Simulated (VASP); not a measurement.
Runs of VASP 6.6.1 on Ti. Symmetry: P6_3/mmc, No. 194, hexagonal system. Conventional cell: a = 2.950 Å, b = 2.950 Å, c = 4.680 Å, α = 90.00°, β = 90.00°, γ = 120.00°. Ti (site symmetry -6m2) is surrounded by 12 Ti at 2.89 to 2.95 Å. 

| k mesh | cutoff (eV) | mesh quality | gap on the mesh (eV) | pressure (GPa) |
| --- | --- | --- | --- | --- |
| 18 × 18 × 10 | 520 | not flagged | none | -1.8 |
| 21 × 21 × 12 | 520 | not flagged | none | -1.8 |
| 12 × 12 × 6 | 520 | not flagged | none | -1.8 |
| 6 × 6 × 4 | 520 | coarse | none | (a) |
| 12 × 12 × 6 | 400 | not flagged | none | -2.5 |

Alike in all rows: task single point; level PBE; potentials or basis VASP PAW PBE potentials, release 64 (Ti_sv); no spin polarisation; cell as given; smearing gaussian 0.1 eV.

**Question.** Fill in the values left out.

**Answer.** (a) -1.7.

Caveats: some runs use coarse meshes.

A gap of «none» marks a metal or a gap under the smearing width.
